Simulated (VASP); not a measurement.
Wanted: the native input for a VASP 6.6.1 run.

| Property | Result |
| --- | --- |
| Task | relaxation of cell and atoms |
| Functional | LDA |
| Potentials or basis | VASP PAW LDA potentials, release 64 (Ag, B) |
| Cutoff | 600 eV |
| k mesh | 10 × 10 × 8 |
| Occupations | fermi-dirac, width 0.05 eV |
| Spin | no spin polarisation |
| Further INCAR settings | ALGO = Normal; EDIFF = 1e-06; IBRION = 2; EDIFFG = -0.02; NSW = 40; ISIF = 3 |

The structure of AgB2 lies in POSCAR:

```
AgB2
1.0
    3.0000000000      0.0000000000      0.0000000000
   -1.5000000000      2.5980762114      0.0000000000
    0.0000000000      0.0000000000      3.2400000000
Ag B
1 2
Direct
    0.0000000000      0.0000000000      0.0000000000
    0.6666666667      0.3333333333      0.5000000000
    0.3333333333      0.6666666667      0.5000000000
```

The input as run:

INCAR

```
SYSTEM = AgB2
ALGO = Normal
EDIFF = 1E-6
EDIFFG = -0.02
ENCUT = 600
GGA = CA
IBRION = 2
ISIF = 3
ISMEAR = -1
LASPH = .True.
LCHARG = .False.
LREAL = .False.
LWAVE = .False.
NELM = 80
NSW = 40
PREC = Accurate
SIGMA = 0.05
```

KPOINTS

```
k-points
0
Gamma
  10 10 8
  0 0 0
```

Potentials or basis: VASP PAW LDA potentials, release 64 (Ag, B).

Launch:

```sh
$ cat potpaw_LDA.64/Ag/POTCAR potpaw_LDA.64/B/POTCAR > POTCAR
$ mpirun -np 1 vasp_std > vasp.out
```

It gave:

```
Relaxed volume                         : 10.05 Å³/atom
Relaxed cell                           : a = 2.977 Å, b = 2.977 Å, c = 3.927 Å, α = 90.00°, β = 90.00°, γ = 120.00°
Space group after relaxing (to 0.05 Å) : P6/mmm (No. 191)
Energy gained by relaxing              : 285.9 meV/atom
Ionic steps                            : 9
Pressure after relaxing                : 0.0 GPa
Band gap on the k mesh                 : none (metal or under the smearing width)
```

Caveat: the volume moved by over 15 % at a fixed basis, so the end points are rough.

Run time: 87 s on 1 thread of Intel(R) Xeon(R) Platinum 8559C (Emerald Rapids), with other jobs on the host, peak memory 0.15 GiB.
